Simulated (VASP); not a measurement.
An input for Ansatz (written as the equivalent of a VASP run, and not itself run):

Ansatz 0.2 input:
```yaml
crystal:
  lattice:
    - [0.0000000, 2.3940874, 2.3940874]
    - [2.3940874, 0.0000000, 2.3940874]
    - [2.3940874, 2.3940874, 0.0000000]
  atoms:
    - { symbol: Mg, position: [0.0000000, 0.0000000, 0.0000000] }
    - { symbol: S, position: [0.5000000, 0.5000000, 0.5000000] }
kpoints:
  mp_grid: { grid: [8, 8, 8] }
hamiltonian:
  xc: pbesol
  pseudopotentials: { kind: paw }
scf:
  occupations: { method: gaussian, width: 0.05 }
  max_iter: 100
relax:
  max_steps: 40
  f_tol: 0.01
  cell: { p_target: 30 }
output: { forces: true, stress: true, eigenvalues: true }
```

Task: Write the VASP files for the same calculation (PBEsol).

Result: This is not unique; one that fits is 
### KPOINTS
```
Automatic mesh
0
Gamma
8 8 8
0 0 0
```

### INCAR
```
ALGO  =  Normal
EDIFF  =  1E-7
EDIFFG  =  -0.01
ENCUT  =  480
GGA  =  PS
IBRION  =  2
ISIF  =  3
ISMEAR  =  0
LASPH  =  T
LCHARG  =  F
LREAL  =  F
LWAVE  =  F
NELM  =  100
NSW  =  40
PREC  =  Accurate
PSTRESS  =  300
SIGMA  =  0.05
SYSTEM  =  MgS
```

### POSCAR
```
MgS
1
   -0.0000000000     2.3940873761     2.3940873761
    2.3940873761    -0.0000000000     2.3940873761
    2.3940873761     2.3940873761     0.0000000000
Mg S
1 1
Direct
  0.0000000000   0.0000000000   0.0000000000
  0.5000000000   0.5000000000   0.5000000000
```

POTCAR, in this order: Mg S (PBE.64 set). Program: vasp_std.

Limits of the translation: each code has its own PAW files, so the cut-off isn't converted (ENCUT is set for VASP's; basis.ecutwfc is left out, and Ansatz then takes the one that its files recommend); Ansatz stops its SCF on the density residual and VASP on the energy change (EDIFF).

The compound is MgS in the rock salt structure. It was relaxed first under an external pressure of 30 GPa.
